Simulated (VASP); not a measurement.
Given:

```
Fe3Ge
1.0
    0.00000     2.78149     2.78149
    2.78149     0.00000     2.78149
    2.78149     2.78149     0.00000
Fe Ge
3 1
Cartesian
  2.78149   2.78149   2.78149
  1.39074   1.39074   1.39074
  4.17223   4.17223   4.17223
  0.00000   0.00000   0.00000
```

All values below come from LDA (Ceperley-Alder, Perdew-Zunger) with spin-orbit coupling, VASP's LDA PAW potentials (set 64) (plane waves; VASP). Settings: 400 eV cut-off, 9×9×9 Γ-centred mesh, Gaussian smearing of 0.050 eV, potentials Fe Ge_d.

The run has a spin-polarised start.

**Question.** Estimate the energy per atom (σ→0), band gap (over mesh and band path) with the smallest direct gap where there is one.

**Answer.** 
* **band gap (over mesh and band path)**: none (metal, semimetal or under 0.01 eV)
* **energy per atom (σ→0)**: -8.424 eV/atom

Total energies compare only between runs with the same potentials, cut-off and functional.

The structure comes from a computed database's Fe3Ge entry (Fm-3m); how it stands against other phases isn't given here. It was relaxed first, which changed the volume by -9 %.
